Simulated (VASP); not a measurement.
W2N:

```
W N
1.0
     2.80475    0.00000    0.00000
    -1.40237    2.42898    0.00000
     0.00000    0.00000   17.47683
W N
6 3
Direct
  0.00000 0.00000 0.07589
  0.00000 0.00000 0.92411
  0.33333 0.66667 0.26269
  0.66667 0.33333 0.73731
  0.33333 0.66667 0.41746
  0.66667 0.33333 0.58254
  0.00000 0.00000 0.50000
  0.33333 0.66667 0.15074
  0.66667 0.33333 0.84926
```

The cell comes from a database or a generator and needn't be the stable form of this composition.

Base run:

| Item | Value |
| --- | --- |
| Program | VASP 6.6.1 |
| Functional | PBEsol |
| Potentials or basis | VASP PAW PBE potentials, release 64 (W_sv, N) |
| Cutoff | 700 eV |
| k mesh | 12 × 12 × 2 |
| Occupations | gaussian, width 0.1 eV |
| Spin | no spin polarisation |

Its results: band gap on the k mesh none (metal or under the smearing width); pressure 0.0 GPa; largest force 0.008 eV/Å.

Question: The run is repeated on the same cell with these changes: cutoff from 700 eV to 520 eV; occupations from gaussian, width 0.1 eV to gaussian, width 0.5 eV. What comes out?

Answer: Band gap on the k mesh none (metal or under the smearing width); pressure 0.7 GPa; largest force 0.108 eV/Å.

Caveats: the PAW data sets were made with another functional, which shifts forces and pressure a little.
